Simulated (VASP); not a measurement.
Computed with RPBE GGA, VASP's PBE PAW potentials (set 64) (plane waves; VASP).

The input files of a VASP run:

INCAR:
```
SYSTEM = HfN
PREC = Accurate
ENCUT = 520
EDIFF = 1E-7
NELM = 100
ALGO = Normal
LREAL = .FALSE.
LASPH = .TRUE.
ISMEAR = 1
SIGMA = 0.1
GGA = RP
LMAXMIX = 6
LWAVE = .FALSE.
LCHARG = .FALSE.
ISIF = 2
```

File POSCAR:
```
HfN
1
    0.0000000000     2.2567159531     2.2567159531
    2.2567159531     0.0000000000     2.2567159531
    2.2567159531     2.2567159531     0.0000000000
Hf N
1 1
Direct
  0.0000000000   0.0000000000   0.0000000000
  0.5000000000   0.5000000000   0.5000000000
```

File KPOINTS:
```
Automatic mesh
0
Gamma
14 14 14
0 0 0
```

POTCAR, in this order: Hf_pv N (PBE.64 set). Program: vasp_std.

What VASP printed:

OSZICAR:
```
       N       E                     dE             d eps       ncg     rms          rms(c)
DAV:   1     0.405869048257E+02    0.40587E+02   -0.83041E+03  2288   0.129E+03
DAV:   2    -0.214232402737E+02   -0.62010E+02   -0.58772E+02  3014   0.257E+02
DAV:   3    -0.236984669641E+02   -0.22752E+01   -0.22610E+01  2932   0.422E+01
DAV:   4    -0.237170256810E+02   -0.18559E-01   -0.18469E-01  2744   0.387E+00
DAV:   5    -0.237173193957E+02   -0.29371E-03   -0.29355E-03  2931   0.353E-01    0.494E+01
DAV:   6    -0.208128972425E+02    0.29044E+01   -0.15157E+01  2660   0.279E+01    0.411E+01
DAV:   7    -0.207693019934E+02    0.43595E-01   -0.63454E-01  2597   0.745E+00    0.262E+01
DAV:   8    -0.207617102711E+02    0.75917E-02   -0.12259E-01  2664   0.332E+00    0.606E+00
DAV:   9    -0.207517114986E+02    0.99988E-02   -0.57678E-02  2709   0.167E+00    0.150E+00
DAV:  10    -0.207513504230E+02    0.36108E-03   -0.22058E-03  2694   0.438E-01    0.305E-01
DAV:  11    -0.207513627135E+02   -0.12291E-04   -0.21143E-04  2885   0.133E-01    0.700E-02
DAV:  12    -0.207513582302E+02    0.44833E-05   -0.16844E-05  2759   0.382E-02    0.333E-02
DAV:  13    -0.207513579078E+02    0.32237E-06   -0.67876E-07  2719   0.890E-03    0.754E-04
DAV:  14    -0.207513579372E+02   -0.29366E-07   -0.56168E-09  1423   0.848E-04
   1 F= -.20751358E+02 E0= -.20751194E+02  d E =-.492043E-03
```

### OUTCAR
```
------------------------ aborting loop because EDIFF is reached ----------------------------------------
  FORCE on cell =-STRESS in cart. coord.  units (eV):
  Direction    XX          YY          ZZ          XY          YZ          ZX
  --------------------------------------------------------------------------------------
  Total        1.2157287      1.2157287      1.2157287      0.0000000      0.0000000      0.0000000
  in kB       84.7396318     84.7396318     84.7396318      0.0000000      0.0000000      0.0000000
  external PRESSURE =      84.7396318 kB  Pullay stress =       0.0000000 kB
  volume of cell :       22.99
      direct lattice vectors                 reciprocal lattice vectors
     0.000000000  2.256715953  2.256715953    -0.221560892  0.221560892  0.221560892
     2.256715953  0.000000000  2.256715953     0.221560892 -0.221560892  0.221560892
     2.256715953  2.256715953  0.000000000     0.221560892  0.221560892 -0.221560892
 POSITION                                       TOTAL-FORCE (eV/Angst)
 -----------------------------------------------------------------------------------
      0.00000      0.00000      0.00000        -0.000000     -0.000000     -0.000000
      2.25672      2.25672      2.25672         0.000000      0.000000      0.000000
 -----------------------------------------------------------------------------------
    total drift:                                0.000000     -0.000000     -0.000000
  FREE ENERGIE OF THE ION-ELECTRON SYSTEM (eV)
  ---------------------------------------------------
  free  energy   TOTEN  =       -20.7513579372 eV

  energy  without entropy=      -20.7508658940  energy(sigma->0) =      -20.75119392
```
(Selected blocks of OUTCAR.)

OUTCAR:
```
 val. band max:        8.5195213761   @ k =   0.5000   0.2143   0.0000

 cond. band min:       8.5641205482   @ k =   0.1429   0.0000   0.0000


 Fermi energy:         8.5404129481

 k-point     1 :       0.0000    0.0000    0.0000
  band No.  band energies     occupation
      1     -22.6532      2.00000
      2     -22.6532      2.00000
      3     -22.6532      2.00000
      4      -9.0705      2.00000
      5       5.4860      2.00000
      6       5.4860      2.00000
      7       5.4860      2.00000
      8       8.2064      2.00002
      9       8.2064      2.00002
     10       8.2064      2.00002
     11      10.3363     -0.00000

 k-point     2 :       0.0714    0.0000    0.0000
  band No.  band energies     occupation
      1     -22.7059      2.00000
      2     -22.6576      2.00000
      3     -22.6576      2.00000
      4      -8.9529      2.00000
      5       4.9697      2.00000
      6       5.1871      2.00000
      7       5.1871      2.00000
      8       8.3415      2.01654
      9       8.3803      2.04600
     10       8.3803      2.04600
     11      10.7168      0.00000

 k-point     3 :       0.1429    0.0000    0.0000
  band No.  band energies     occupation
      1     -22.8500      2.00000
      2     -22.6697      2.00000
      3     -22.6697      2.00000
      4      -8.6196      2.00000
      5       3.8704      2.00000
      6       4.5297      2.00000
      7       4.5297      2.00000
      8       8.5641      0.61097
      9       8.8312     -0.00031
     10       8.8312     -0.00031
     11      11.6403      0.00000

 k-point     4 :       0.2143    0.0000    0.0000
  band No.  band energies     occupation
      1     -23.0507      2.00000
      2     -22.6871      2.00000
      3     -22.6871      2.00000
      4      -8.1238      2.00000
      5       2.6497      2.00000
      6       3.8171      2.00000
      7       3.8171      2.00000
      8       8.8802     -0.00002
      9       9.4967     -0.00000
...
```

Unless said otherwise, spin-orbit coupling is left out, though it shifts the bands of the heavy elements here.

The compound is HfN in the rock salt structure. This cell is one point of a volume scan, at 0.97 of the reference volume. The electron count is odd and the run is not spin-polarised, which forces a metal.
